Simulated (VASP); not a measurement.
Method: PBE GGA, VASP's PBE PAW potentials (set 64) (plane waves; VASP).

VASP input:

### INCAR
```
ALGO=All
EDIFF=1E-6
ENCUT=400
GGA=PE
ISIF=2
ISMEAR=0
LASPH=.TRUE.
LCHARG=.FALSE.
LMAXMIX=4
LREAL=.FALSE.
LWAVE=.FALSE.
NELM=100
PREC=Accurate
SIGMA=0.05
SYSTEM=Ge
```

### POSCAR
```
Ge
1
    0.0000000000     2.8290000000     2.8290000000
    2.8290000000     0.0000000000     2.8290000000
    2.8290000000     2.8290000000     0.0000000000
Ge
2
Direct
  0.0000000000   0.0000000000   0.0000000000
  0.2500000000   0.2500000000   0.2500000000
```

File KPOINTS:
```
Automatic mesh
0
Gamma
7 7 7
0 0 0
```

POTCAR, in this order: Ge_d (PBE.64 set). Program: vasp_std.

What does the run give for the energy per atom (σ→0), pressure?

```
Property                       Result
---------------------  --------------
energy per atom (σ→0)  -4.494 eV/atom
pressure                     3.21 GPa
```

OSZICAR:
```
...
CGA:   8    -0.898664851073E+01   -0.33581E-02   -0.33618E-02   360   0.377E-02   0.982E-04
CGA:   9    -0.898792347608E+01   -0.12750E-02   -0.12740E-02   360   0.799E-03   0.674E-05
CGA:  10    -0.898819103108E+01   -0.26756E-03   -0.26918E-03   360   0.303E-03  -0.134E-04
CGA:  11    -0.898825876524E+01   -0.67734E-04   -0.67733E-04   360   0.855E-04   0.344E-05
CGA:  12    -0.898828244491E+01   -0.23680E-04   -0.23712E-04   360   0.162E-04  -0.674E-06
CGA:  13    -0.898828738293E+01   -0.49380E-05   -0.49297E-05   360   0.344E-05   0.106E-06
CGA:  14    -0.898828814107E+01   -0.75814E-06   -0.76868E-06   360   0.849E-06   0.563E-06
   1 F= -.89882881E+01 E0= -.89881697E+01  d E =-.236874E-03
```

The compound is Ge in the diamond structure. The cell was not relaxed at this level. The run is one of a series of settings (ALGO = All against the base run), some of them coarse on purpose.
